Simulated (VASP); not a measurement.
Set up this calculation in VASP 6.6.1, as the native input.

```yaml
Task: band structure
Functional: r2SCAN
Potentials_or_basis: VASP PAW PBE potentials, release 64 (Zn, Hg, O)
Cutoff: 520 eV
k_mesh: 5 × 5 × 6
Occupations: fermi-dirac, width 0.05 eV
Spin: no spin polarisation
Further_INCAR_settings: ALGO = Normal; EDIFF = 1e-07; NBANDS = 26
```

The structure of ZnHgO2 lies in POSCAR:

```
ZnHgO2
1.0
    4.0092200000      0.0000000000      0.0000000000
    0.0000000000      4.0092200000      0.0000000000
    0.0000000000      0.0000000000      3.3045900000
Zn Hg O
1 1 2
Direct
    0.0000000000      0.0000000000      0.0000000000
    0.5000000000      0.5000000000      0.5000000000
    0.5000000000      0.0000000000      0.0000000000
    0.0000000000      0.5000000000      0.0000000000
```

The cell was built by a generator and needn't be a form met in nature.

One way to write it, as run:

INCAR

```
  PREC = Accurate
  ENCUT = 520
  EDIFF = 1E-7
  ISMEAR = -1
  SIGMA = 0.05
  LREAL = F
  LASPH = T
  NELM = 80
  ALGO = Normal
  ISIF = 2
  LWAVE = F
  LCHARG = F
  METAGGA = R2SCAN
  LMIXTAU = T
  NBANDS = 26
```

KPOINTS

```
Automatic mesh
0
Gamma
  5 5 6
```

KPOINTS_OPT

```
path GXMGZRAZ,XR,MA
20
line-mode
reciprocal
 0.0000000000  0.0000000000  0.0000000000  G
 0.0000000000  0.5000000000  0.0000000000  X

 0.0000000000  0.5000000000  0.0000000000  X
 0.5000000000  0.5000000000  0.0000000000  M

 0.5000000000  0.5000000000  0.0000000000  M
 0.0000000000  0.0000000000  0.0000000000  G

 0.0000000000  0.0000000000  0.0000000000  G
 0.0000000000  0.0000000000  0.5000000000  Z

 0.0000000000  0.0000000000  0.5000000000  Z
 0.0000000000  0.5000000000  0.5000000000  R

 0.0000000000  0.5000000000  0.5000000000  R
 0.5000000000  0.5000000000  0.5000000000  A

 0.5000000000  0.5000000000  0.5000000000  A
 0.0000000000  0.0000000000  0.5000000000  Z

 0.0000000000  0.5000000000  0.0000000000  X
 0.0000000000  0.5000000000  0.5000000000  R

 0.5000000000  0.5000000000  0.0000000000  M
 0.5000000000  0.5000000000  0.5000000000  A
```

Potentials or basis: VASP PAW PBE potentials, release 64 (Zn, Hg, O).

The run is started by

```console
$ cat potpaw_PBE.64/Zn/POTCAR potpaw_PBE.64/Hg/POTCAR potpaw_PBE.64/O/POTCAR > POTCAR
$ mpirun -np 1 vasp_std > vasp.out
```

Results of the run:

- Pressure: -4.3 GPa
- Band gap along the path: none (metal or under the smearing width)

Caveat: the PAW data sets were made with another functional, which shifts forces and pressure a little; spin-orbit coupling is left out, which moves the levels of the heavy elements.

Wall time 8.7 min on 1 thread of Intel(R) Xeon(R) Platinum 8488C (Sapphire Rapids) (shared host), peak memory 0.2 GiB.
